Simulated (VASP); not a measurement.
# How biaxial strain in the (110) plane changes C

How do the elastic response and the band edges of C follow biaxial strain in the (110) plane?

Main program and level: VASP 6.6.1; LDA; plane waves and PAW (C), in the first sound run; inputs show where later runs differ.

Most raw output is cut from this account.

### Step 1. The structure

Symmetry: Fd-3m, No. 227, cubic system. Conventional cell: a = 3.567 Å, b = 3.567 Å, c = 3.567 Å, α = 90.00°, β = 90.00°, γ = 90.00°. C has 4 C at 1.54 Å nearest.

Structure file:

```xyz
2
Lattice="0.0000 1.7835 1.7835 1.7835 0.0000 1.7835 1.7835 1.7835 0.0000" Properties=species:S:1:pos:R:3 pbc="T T T"
C     0.0000    0.0000    0.0000
C     0.8918    0.8918    0.8918
```

### Step 2. Relax the crystal, LDA

The series starts from the cell that this level prefers, so that zero strain is near zero stress.

This step took 2 runs in a row; the last is shown.

Level: LDA; plane waves and PAW (C).

INCAR

```
SYSTEM = C
PREC = Accurate
ENCUT = 600
EDIFF = 1E-07
NELM = 120
ISMEAR = 0
SIGMA = 0.02
LREAL = .FALSE.
ALGO = Normal
GGA = CA
NBANDS = 10
LASPH = .TRUE.
LORBIT = 11
LWAVE = .FALSE.
LCHARG = .FALSE.
KPAR = 16
IBRION = 2
NSW = 40
ISIF = 3
EDIFFG = -0.005
POTIM = 0.4
```

POSCAR

```
C
1.0
    0.0000000000      1.7668691223      1.7668691223
    1.7668691223      0.0000000000      1.7668691223
    1.7668691223      1.7668691223      0.0000000000
C
2
Direct
    0.0000000000      0.0000000000      0.0000000000
    0.2500000000      0.2500000000      0.2500000000
```

KPOINTS

```
Automatic mesh
0
Gamma
14 14 14
0 0 0
```

Potentials, in the order of the species: C (LDA family, release 64).

Started as:

```sh
$ mpirun -np 16 vasp_std
```

It took 1.6 s on 16 MPI ranks of AMD EPYC 9R45, shared host; peak memory 1.6 GiB.

This run gave:

```
energy(sigma→0) of the program : -20.2522 eV
stress, compression positive   : 0.04 along [110], 0.04 across it (mean), GPa
volume                         : 11.032 Å³
ionic steps                    : 1
```

### Step 3. Strain along the normal, LDA

One member in full: the plane is strained by 1 %, and the strain along the normal is moved by secant steps until the normal stress is under 0.012 GPa or five steps are spent; the atoms relax at each step.

This step took 3 runs, each at a new trial strain with the atoms of the one before; the last is shown.

Level: LDA; plane waves and PAW (C).

INCAR: that of step 2 with these lines changed.

```diff
@@ -15,7 +15,7 @@
 LCHARG = .FALSE.
-KPAR = 16
-IBRION = 2
-NSW = 40
-ISIF = 3
-EDIFFG = -0.005
-POTIM = 0.4
+KPAR = 4
+IBRION = 1
+NSW = 25
+ISIF = 2
+EDIFFG = -0.004
+POTIM = 0.3
```

POSCAR

```
C
1.0
   -0.0100538020      1.7744840110      1.7845378140
    1.7744840110     -0.0100538020      1.7845378140
    1.7644302090      1.7644302090      0.0000000000
C
2
Direct
    0.9998722646      0.9998722646      0.0001277354
    0.2501277354      0.2501277354      0.2498722646
```

KPOINTS is that of step 2.

Started as:

```sh
$ mpirun -np 4 vasp_std
```

Wall time 7.2 s (4 MPI ranks); peak memory 0.53 GiB; 27 s of CPU time.

Read from the output:

| Property | Result |
| --- | --- |
| energy(sigma→0) of the program | -20.2446 eV |
| stress, compression positive | -0.01 along [110], -12.44 across it (mean), GPa |
| ionic steps | 1 |

### Step 4. Band edges, HSE06

Short lines in KPOINTS_OPT sample the zone centre along and across the normal of the plane, for masses, and the other valleys.

Level: HSE06; plane waves and PAW (C).

INCAR

```
SYSTEM = C
PREC = Accurate
ENCUT = 600
EDIFF = 1E-06
NELM = 100
ISMEAR = 0
SIGMA = 0.02
LREAL = .FALSE.
ALGO = Normal
LHFCALC = .TRUE.
AEXX = 0.25
GGA = PE
HFSCREEN = 0.2
LASPH = .TRUE.
NBANDS = 9
PRECFOCK = Fast
LWAVE = .FALSE.
LCHARG = .FALSE.
KPAR = 4
```

POSCAR is that of step 3.

KPOINTS

```
Automatic mesh
0
Gamma
7 7 7
0 0 0
```

KPOINTS_OPT

```
Line mode
6
Line-mode
Reciprocal
  0.00000000   0.00000000   0.00000000
  0.00992841   0.00992841   0.01985682

  0.00000000   0.00000000   0.00000000
 -0.01004155   0.01004155  -0.00000000

  0.31000000   0.31000000   0.00000000
  0.50000000   0.50000000   0.00000000

  0.00000000   0.31000000   0.31000000
  0.00000000   0.50000000   0.50000000

  0.45000000   0.45000000   0.45000000
  0.50000000   0.50000000   0.50000000

  0.45000000   0.00000000   0.00000000
  0.50000000   0.00000000   0.00000000

  0.42500000   0.42500000   0.00000000
  0.42491999   0.43912090   0.01404089

  0.50000000   0.50000000   0.50000000
  0.48995845   0.51004155   0.50000000
```

Started as:

```sh
$ mpirun -np 4 vasp_std
```

Run time: 2.6 min. Hardware: 4 MPI ranks; peak memory 0.89 GiB; 10 min of CPU time.

Numbers from this step:

```
energy(sigma→0) of the program : -21.1128 eV
```

### Step 5. All members

Hybrid runs start from orbitals of a short LDA run, not shown.

Runs beyond LDA use the data sets made with LDA; this shifts their levels slightly, and their total energies have another zero.

The other members went through these steps as far as the tables show, with the same cutoff and, step by step, the same mesh; 49 runs are not shown. The session took 1.8 core hours (wall time by ranks) on a shared machine.

| in-plane strain (%) | strain along the normal (%) | mean of the two in-plane stresses, tension positive (GPa) | energy above the unstrained row (meV/atom) | gap on the mesh, LDA (eV) |
| --- | --- | --- | --- | --- |
| -2.000 | 0.342 | -28.099 | 19.793 | 3.892 |
| -1.000 | 0.163 | -13.539 | 5.114 | 4.045 |
| -0.500 | 0.081 | -6.653 | 1.386 | 4.109 |
| 0 | 0.004 | -0.034 | 0.000 | 4.166 |
| 0.500 | -0.070 | 6.330 | 0.803 | 4.097 |
| 1.000 | -0.138 | 12.441 | 3.797 | 4.030 |
| 1.500 | -0.203 | 18.300 | 8.899 | 3.966 |
| 2.000 | -0.265 | 23.912 | 16.043 | 3.904 |

Slopes at zero strain, from cubics through all rows: strain ratio -0.150, stress over strain 1298 GPa.

Band edges at HSE06, counted from the valence-band top at Γ, with one row partly withheld:

```
in-plane strain (%)  gap (eV)  conduction band at Γ (eV)  Δ or X valley along z (eV)  Δ or X valley along x (eV)  lowest conduction level at L, [111] (eV)  lowest conduction level at L, [-111] (eV)  second valence level below the top (eV)  third valence level below the top (eV)
             -2.000     5.059                      6.783                       5.059                       5.447                                    10.195                                      9.896                                    0.120                                   0.234
             -1.000     5.239                      6.925                       5.234                       5.401                                    10.171                                     10.026                                    0.069                                   0.113
             -0.500     5.312                      7.000                       5.304                       5.382                                    10.164                                     10.092                                    0.036                                   0.056
                  0     5.374                      7.076                       5.364                       5.364                                    10.160                                     10.159                                    0.000                                   0.000
              0.500     5.304                      6.927                       5.362                       5.295                                    10.050                                     10.038                                    0.015                                   0.054
              1.000     5.238                      6.780                       5.352                       5.228                                     9.941                                      9.884                                    0.026                                   0.107
              1.500     5.175                          ?                       5.337                       5.165                                     9.835                                      9.712                                    0.033                                   0.159
              2.000     5.112                      6.495                       5.313                       5.102                                     9.730                                      9.531                                    0.040                                   0.211
```

### Step 6. A fit to the known rows

The quantity to fit is the conduction level at Γ above the mean of the three top valence levels at HSE06: 6.901, 6.985, 7.030, 7.076, 6.950, 6.825, 6.578 eV in the rows shown.

Fitting a parabola to the 7 known rows (e: strain in %) gives E = − 0.07064 e² − 0.08065 e + 7.013 in eV; the residuals are 0.032 eV r.m.s.

At e = 1.5 this predicts 6.7326 eV.

### Step 7. Prediction against calculation

The calculation gives 6.7002 eV, so the prediction is 0.0324 eV too high, within twice the residual of the fit.

The rows do not lie on one parabola (a picked bound of 1 % of their span for the r.m.s. residual). Levels that cross, a degenerate level that splits or an edge that moves to another point can do that; which it is was not traced. So the linear term is no slope at zero strain, and none is listed.

### Step 8. What came out

| Property | Result |
| --- | --- |
| ratio of normal to in-plane strain | -0.150 |
| biaxial modulus | 1298 GPa |
| gap of the unstrained cell, HSE06 | 5.37 eV |
| error of the predicted row | 32.4 meV |

What this shows: As a check, the curvature of the energy gives 1297 GPa for the same modulus (energy per volume = M × strain²), 0 % from the slope of the stress. The energy also has a linear term worth 0.82 GPa that the stress column lacks, a mark of the finite basis. At HSE06 the lowest conduction valley is Δ or X throughout, and the gap runs between 5.06 and 5.37 eV. Hole masses are left out throughout, since the top bands are degenerate or cross in many series; of conduction masses, those of the Γ, L and (for Si and Ge under (001) strain) Δ valleys are kept where they change by under an eighth between rows. A measured gap of unstrained C is 5.5 eV (arxiv:1902.02958, band gap, experimental literature value, temperature not given); the static gaps here belong to the lattice relaxed at LDA. HSE06 ran on a coarser mesh than the semilocal levels. Spin-orbit coupling is left out at HSE06, so the valence splittings there lack it. Δ or X levels are the lowest on their line, refined by a parabola unless they lie at X; the gap is read from all points sampled and can differ from the lowest valley by some meV, or by tens of meV where strain moves the valence top off Γ. Temperature, zero-point motion and excitons are left out.

[Lines on the potential files, build, host, timing and source positions are cut from VASP's logs without a mark.]

[Logs are printed without paths, hosts, clocks, repeated set-up lines and the standing remarks that a program may print on its own settings, such as how far it seeks lower states.]

[Hosts, paths, dates, database ids (printed as entryN), source tags and the programs' standing remarks are cut or masked in the printed files.]

[In band tables of VASP the shares of atoms and orbitals are scaled to a sum of 1 inside the atoms' spheres.]
